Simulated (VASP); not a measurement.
These are PBE GGA, VASP's PBE PAW potentials (set 64) (plane waves; VASP 6.6.1) values and carry that method's errors.

Input for VASP

### KPOINTS
```
Automatic
0
Monkhorst Pack
12 12 7
```

INCAR:
```
SYSTEM=Sc
ISMEAR=1   ! Methfessel-Paxton
LCHARG=.FALSE.
LWAVE=.FALSE.
PREC=Accurate
NELM=100   ! most electronic steps
ENCUT=400
LREAL=.FALSE.   ! projection in real space or not
ALGO=Normal   ! blocked Davidson
ISIF=2   ! forces and stress, cell fixed
SIGMA=0.1   ! width (eV)
LASPH=.TRUE.
LMAXMIX=4
GGA=PE
EDIFF=1E-6   ! SCF stop (eV)
```

POSCAR:
```
Sc
1
    1.6237020000    -2.8534790000     0.0000000000
    1.6237020000     2.8534790000     0.0000000000
    0.0000000000     0.0000000000     5.1744230000
Sc
2
Direct
  0.3333330000   0.6666670000   0.2500000000
  0.6780090000   0.3446750000   0.7500000000
```

POTCAR, in this order: Sc_sv (PBE.64 set). Program: vasp_std.

Output

File OSZICAR:
```
       N       E                     dE             d eps       ncg     rms          rms(c)
DAV:   1     0.345100748691E+03    0.34510E+03   -0.99899E+03  8712   0.129E+03
DAV:   2     0.554673666006E+01   -0.33955E+03   -0.33498E+03 11720   0.660E+02
DAV:   3    -0.135435374130E+02   -0.19090E+02   -0.18574E+02 14350   0.169E+02
DAV:   4    -0.138232114743E+02   -0.27967E+00   -0.27707E+00 13182   0.203E+01
DAV:   5    -0.138281758324E+02   -0.49644E-02   -0.49616E-02 14447   0.243E+00    0.777E+00
DAV:   6    -0.126492240262E+02    0.11790E+01   -0.27301E+00 10831   0.217E+01    0.235E+00
DAV:   7    -0.124956355108E+02    0.15359E+00   -0.67543E-01 11230   0.984E+00    0.846E-01
DAV:   8    -0.124857152816E+02    0.99202E-02   -0.25340E-02 11909   0.236E+00    0.227E-01
DAV:   9    -0.124845119349E+02    0.12033E-02   -0.66681E-03 11391   0.101E+00    0.207E-02
DAV:  10    -0.124845252385E+02   -0.13304E-04   -0.11031E-04 14368   0.159E-01    0.770E-03
DAV:  11    -0.124845214324E+02    0.38061E-05   -0.22718E-06  9092   0.231E-02    0.221E-03
DAV:  12    -0.124845229025E+02   -0.14701E-05   -0.49143E-07  6735   0.152E-02    0.104E-03
DAV:  13    -0.124845226969E+02    0.20562E-06   -0.15915E-07  5923   0.786E-03
   1 F= -.12484523E+02 E0= -.12484014E+02  d E =-.152621E-02
```

File OUTCAR:
```
------------------------ aborting loop because EDIFF is reached ----------------------------------------
  FORCE on cell =-STRESS in cart. coord.  units (eV):
  Direction    XX          YY          ZZ          XY          YZ          ZX
  --------------------------------------------------------------------------------------
  Total        0.7943447      0.4465913      0.1450968     -0.0558700      0.0000000      0.0000000
  in kB       26.5427958     14.9227176      4.8483685     -1.8668792      0.0000000      0.0000000
  external PRESSURE =      15.4379606 kB  Pullay stress =       0.0000000 kB
  volume of cell :       47.95
      direct lattice vectors                 reciprocal lattice vectors
     1.623702000 -2.853479000  0.000000000     0.307938279 -0.175224699  0.000000000
     1.623702000  2.853479000  0.000000000     0.307938279  0.175224699  0.000000000
     0.000000000  0.000000000  5.174423000     0.000000000  0.000000000  0.193258263
 POSITION                                       TOTAL-FORCE (eV/Angst)
 -----------------------------------------------------------------------------------
      1.62370      0.95116      1.29361         0.048745     -0.026162      0.000000
      1.66053     -0.95116      3.88082        -0.048745      0.026162     -0.000000
 -----------------------------------------------------------------------------------
    total drift:                                0.000005      0.000000      0.000000
  FREE ENERGIE OF THE ION-ELECTRON SYSTEM (eV)
  ---------------------------------------------------
  free  energy   TOTEN  =       -12.4845226969 eV

  energy  without entropy=      -12.4829964913  energy(sigma->0) =      -12.48401396
```
(Selected blocks of OUTCAR.)

OUTCAR:
```
 val. band max:        3.8523435481   @ k =   0.3750  -0.4583  -0.4286

 cond. band min:       3.8531305561   @ k =   0.2083   0.0417   0.2857


 Fermi energy:         3.8525170941

 k-point     1 :       0.0417    0.0417    0.0000
  band No.  band energies     occupation
      1     -45.4985      2.00000
      2     -45.4253      2.00000
      3     -24.3389      2.00000
      4     -23.9909      2.00000
      5     -23.9826      2.00000
      6     -23.9239      2.00000
      7     -23.9133      2.00000
      8     -23.8867      2.00000
      9      -1.2179      2.00000
     10       2.2497      2.00000
     11       4.3009     -0.00000
     12       5.3067     -0.00000
     13       5.4946     -0.00000
     14       5.8264     -0.00000
     15       5.9102      0.00000

 k-point     2 :       0.1250    0.0417    0.0000
  band No.  band energies     occupation
      1     -45.4895      2.00000
      2     -45.4218      2.00000
      3     -24.3142      2.00000
      4     -24.0385      2.00000
      5     -24.0015      2.00000
      6     -23.9684      2.00000
      7     -23.9217      2.00000
      8     -23.8980      2.00000
      9      -0.8315      2.00000
     10       2.5606      2.00000
     11       4.0319     -0.02932
     12       4.8752     -0.00000
     13       5.6503     -0.00000
     14       5.8164     -0.00000
     15       5.8965      0.00000

 k-point     3 :       0.0417    0.1250    0.0000
  band No.  band energies     occupation
      1     -45.4896      2.00000
      2     -45.4217      2.00000
      3     -24.3151      2.00000
      4     -24.0356      2.00000
      5     -24.0047      2.00000
      6     -23.9700      2.00000
      7     -23.9198      2.00000
      8     -23.8970      2.00000
      9      -0.8320      2.00000
     10       2.5566      2.00000
     11       4.0208     -0.03865
     12       4.8879     -0.00000
     13       5.6565     -0.00000
     14       5.7962     -0.00000
     15       5.9031      0.00000
...
```

The compound is Sc in the hcp structure. The cell was not relaxed at this level, atoms are displaced from their ideal sites. The run is one of a series of settings (KPOINTS 12×12×7 Monkhorst-Pack mesh against the base run), some of them coarse on purpose.
